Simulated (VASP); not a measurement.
The system is GaSb3.

```
Sb Ga
1.0
     0.00000    3.73060    3.73060
     3.73060    0.00000    3.73060
     3.73060    3.73060    0.00000
Sb Ga
3 1
Direct
  0.50000 0.50000 0.50000
  0.75000 0.75000 0.75000
  0.25000 0.25000 0.25000
  0.00000 0.00000 0.00000
```

The cell comes from a database or a generator and needn't be the stable form of this composition.

| Property | Result |
| --- | --- |
| Program | VASP 6.6.1 |
| Task | single point |
| Functional | PBEsol |
| Potentials or basis | VASP PAW PBE potentials, release 64 (Sb, Ga_d) |
| Cutoff | 520 eV |
| k mesh | 6 × 6 × 6 |
| Occupations | fermi-dirac, width 0.05 eV |
| Spin | no spin polarisation |

On this cell: pressure -3.4 GPa; largest force zero by symmetry; band gap on the k mesh none (metal or under the smearing width).

The same run follows on a disturbed copy (atoms moved at random, drawn with an rms of 0.05 Å):

```
CELL_PARAMETERS angstrom
0.00000 3.73060 3.73060
3.73060 0.00000 3.73060
3.73060 3.73060 0.00000
ATOMIC_POSITIONS crystal
Sb 0.50031 0.50350 0.49744
Sb 0.75419 0.75328 0.75013
Sb 0.24185 0.26492 0.25236
Ga 0.00685 0.00417 0.99441
```

Problem. What does the disturbed cell give?

Solution. The energy (extrapolated to zero smearing) moves by +0.2 meV/atom; pressure -3.4 GPa; largest force 0.043 eV/Å; band gap on the k mesh none (metal or under the smearing width).

Forces in eV/Å, atoms in the order of the input:
```
Sb  -0.005  0.012  0.019
Sb   0.036 -0.023 -0.008
Sb  -0.025  0.018  0.002
Ga  -0.007 -0.007 -0.013
```

Stress tensor (GPa, compression positive):
```
-3.42 -0.01 -0.28
-0.01 -3.41  0.39
-0.28  0.39 -3.43
```

Caveats: the PAW data sets were made with another functional, which shifts forces and pressure a little.
